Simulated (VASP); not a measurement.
These are PBE GGA, VASP's PBE PAW potentials (set 64) (plane waves; VASP) values and carry that method's errors.

A VASP calculation is set up with these files.

POSCAR:
```
I
21.6350090
  0.2256513043   0.0000000000   0.0000000000
  0.0000000000   0.4611954633   0.0000000000
  0.0000000000   0.0000000000   1.0000000000
I
8
Cartesian
  0.1909010035   0.4072355941   0.5840080000
  0.1475759530   0.1766378625   0.5840080000
  0.0780753513   0.2845576009   0.5840080000
  0.0347503009   0.0539598692   0.5840080000
  0.0780753513   0.4072355941   0.4159920000
  0.0347503009   0.1766378625   0.4159920000
  0.1909010035   0.2845576009   0.4159920000
  0.1475759530   0.0539598692   0.4159920000
```

INCAR:
```
ALGO = Normal
DIPOL = 0.5 0.5 0.5
EDIFF = 1E-6
ENCUT = 300
GGA = PE
IDIPOL = 3
ISIF = 2
ISMEAR = 0
LASPH = .True.
LCHARG = .False.
LDIPOL = .True.
LMAXMIX = 4
LREAL = .False.
LWAVE = .False.
NELM = 100
PREC = Accurate
SIGMA = 0.272
SYSTEM = I
```

### KPOINTS
```
Automatic mesh
0
Gamma
7 4 1
0 0 0
```

POTCAR, in this order: I (PBE.64 set). Program: vasp_std.

The run wrote:

OUTCAR:
```
 ion  position               nearest neighbor table
   1  0.846  0.883  0.584-   4 2.78
   2  0.654  0.383  0.584-   3 2.78
   3  0.346  0.617  0.584-   2 2.78
   4  0.154  0.117  0.584-   1 2.78
   5  0.346  0.883  0.416-   8 2.78
   6  0.154  0.383  0.416-   7 2.78
   7  0.846  0.617  0.416-   6 2.78
   8  0.654  0.117  0.416-   5 2.78
  LATTYP: Found a simple orthorhombic cell.
 ALAT       =     4.8819680000
 B/A-ratio  =     2.0438413361
 C/A-ratio  =     4.4316163072
 Subroutine PRICEL returns:
 Original cell was already a primitive cell.
 Subroutine GETGRP returns: Found  8 space group operations
The static configuration has the point symmetry C_2 .
 The point group associated with its full space group is D_2h.
The dynamic configuration has the point symmetry C_2 .
 Subroutine INISYM returns: Found  8 space group operations
 Subroutine IBZKPT returns following result:
 Found     12 irreducible k-points:

 Following reciprocal coordinates:
            Coordinates               Weight
  0.000000  0.000000  0.000000      1.000000
  0.142857  0.000000  0.000000      2.000000
  0.285714  0.000000  0.000000      2.000000
  0.428571  0.000000  0.000000      2.000000
  0.000000  0.250000  0.000000      2.000000
  0.142857  0.250000  0.000000      4.000000
  0.285714  0.250000  0.000000      4.000000
  0.428571  0.250000  0.000000      4.000000
  0.000000  0.500000  0.000000      1.000000
  0.142857  0.500000  0.000000      2.000000
  0.285714  0.500000  0.000000      2.000000
  0.428571  0.500000  0.000000      2.000000
   k-points           NKPTS =     12   k-points in BZ     NKDIM =     12   number of bands    NBANDS=     33
   number of dos      NEDOS =    301   number of ions     NIONS =      8
   total plane-waves  NPLWV = 197568
...
```

File OSZICAR:
```
       N       E                     dE             d eps       ncg     rms          rms(c)
DAV:   1     0.393232714891E+03    0.39323E+03   -0.12581E+04   800   0.759E+02
DAV:   2     0.522601512003E+02   -0.34097E+03   -0.33726E+03  1247   0.170E+02
DAV:   3    -0.102369343331E+02   -0.62497E+02   -0.62330E+02   994   0.814E+01
DAV:   4    -0.124047957459E+02   -0.21679E+01   -0.21639E+01   894   0.201E+01
DAV:   5    -0.124624001625E+02   -0.57604E-01   -0.57599E-01   995   0.376E+00    0.114E+01
DAV:   6    -0.120859840504E+02    0.37642E+00   -0.34010E-01   808   0.238E+00    0.787E+00
DAV:   7    -0.119794894437E+02    0.10649E+00   -0.87183E-01   807   0.381E+00    0.104E+00
DAV:   8    -0.119554711959E+02    0.24018E-01   -0.12038E-01   809   0.146E+00    0.445E-01
DAV:   9    -0.119558837908E+02   -0.41259E-03   -0.40789E-03   916   0.296E-01    0.230E-01
DAV:  10    -0.119565545058E+02   -0.67071E-03   -0.60930E-04   823   0.110E-01    0.825E-02
DAV:  11    -0.119568250985E+02   -0.27059E-03   -0.13770E-04   809   0.493E-02    0.246E-02
DAV:  12    -0.119571315612E+02   -0.30646E-03   -0.73717E-05   819   0.341E-02    0.112E-02
DAV:  13    -0.119575963643E+02   -0.46480E-03   -0.12505E-04   875   0.373E-02    0.175E-02
DAV:  14    -0.119577705805E+02   -0.17422E-03   -0.28832E-05   736   0.165E-02    0.110E-02
DAV:  15    -0.119578538797E+02   -0.83299E-04   -0.10751E-05   730   0.119E-02    0.679E-03
DAV:  16    -0.119579018405E+02   -0.47961E-04   -0.65033E-06   707   0.840E-03    0.356E-03
DAV:  17    -0.119579169975E+02   -0.15157E-04   -0.12403E-06   512   0.395E-03    0.203E-03
DAV:  18    -0.119579190147E+02   -0.20173E-05   -0.27844E-07   422   0.206E-03    0.865E-04
DAV:  19    -0.119579207532E+02   -0.17385E-05   -0.36390E-07   412   0.218E-03    0.130E-03
DAV:  20    -0.119579208067E+02   -0.53516E-07   -0.10963E-07   422   0.123E-03
   1 F= -.11957921E+02 E0= -.11957549E+02  d E =-.743089E-03
```

### OUTCAR
```
------------------------ aborting loop because EDIFF is reached ----------------------------------------
  FORCE on cell =-STRESS in cart. coord.  units (eV):
  Direction    XX          YY          ZZ          XY          YZ          ZX
  --------------------------------------------------------------------------------------
  Total       -1.6539856     -2.5676560      1.2325847     -0.0000000      0.0000000      0.0000000
  in kB       -2.5144800     -3.9034921      1.8738432     -0.0000000      0.0000000      0.0000000
  external PRESSURE =      -1.5147096 kB  Pullay stress =       0.0000000 kB
  volume of cell :     1053.89
      direct lattice vectors                 reciprocal lattice vectors
     4.881968000  0.000000000  0.000000000     0.204835427  0.000000000  0.000000000
     0.000000000  9.977968000  0.000000000     0.000000000  0.100220806  0.000000000
     0.000000000  0.000000000 21.635009000     0.000000000  0.000000000  0.046221381
 POSITION                                       TOTAL-FORCE (eV/Angst)
 -----------------------------------------------------------------------------------
      4.13014      8.81055     12.63502         0.052997     -0.133981      0.086041
      3.19281      3.82156     12.63502        -0.052997     -0.133981      0.086041
      1.68916      6.15641     12.63502         0.052997      0.133981      0.086041
      0.75182      1.16742     12.63502        -0.052997      0.133981      0.086041
      1.68916      8.81055      8.99999         0.052997     -0.133981     -0.086041
      0.75182      3.82156      8.99999        -0.052997     -0.133981     -0.086041
      4.13014      6.15641      8.99999         0.052997      0.133981     -0.086041
      3.19281      1.16742      8.99999        -0.052997      0.133981     -0.086041
 -----------------------------------------------------------------------------------
    total drift:                               -0.000000      0.000000      0.000000
  FREE ENERGIE OF THE ION-ELECTRON SYSTEM (eV)
  ---------------------------------------------------
  free  energy   TOTEN  =       -11.9579208067 eV

  energy  without entropy=      -11.9571777178  energy(sigma->0) =      -11.95754926
```
(Selected blocks of OUTCAR.)

The cell holds a wide vacuum, so values per volume refer to the whole cell.

The cell is a sheet with vacuum, built from a generated structure.
